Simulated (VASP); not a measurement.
Here is the system:

```
CELL_PARAMETERS angstrom
     -1.64799     1.64799     3.99739
      1.64799    -1.64799     3.99739
      1.64799     1.64799    -3.99739
ATOMIC_POSITIONS crystal
  Si 0.66447 0.66447 0.00000
  Si 0.33553 0.33553 0.00000
  W  0.00000 0.00000 0.00000
```

Calculation: vdW-DF2, VASP's PBE PAW potentials (set 64) (plane waves; VASP 6.6.1). Settings: 520 eV cut-off, 12×12×12 Γ-centred mesh, first-order Methfessel-Paxton smearing of 0.10 eV, potentials Si W_sv.

Unless said otherwise, spin-orbit coupling is left out, though it shifts the bands of the heavy elements here.

### Question
What does the run give for the energy per atom (σ→0), band gap (on the k-mesh) with the smallest direct gap where there is one?

### Answer

```
Quantity                                                     Value
------------------------  ----------------------------------------
band gap (on the k-mesh)  none (metal, semimetal or under 0.01 eV)
energy per atom (σ→0)                               -5.212 eV/atom
```

The absolute energy has meaning only against runs of the same code, potentials and settings.

The compound is WSi2 in the MoSi2 type structure. It was relaxed first, which changed the volume by +8 %. The start is the result of an earlier pass.
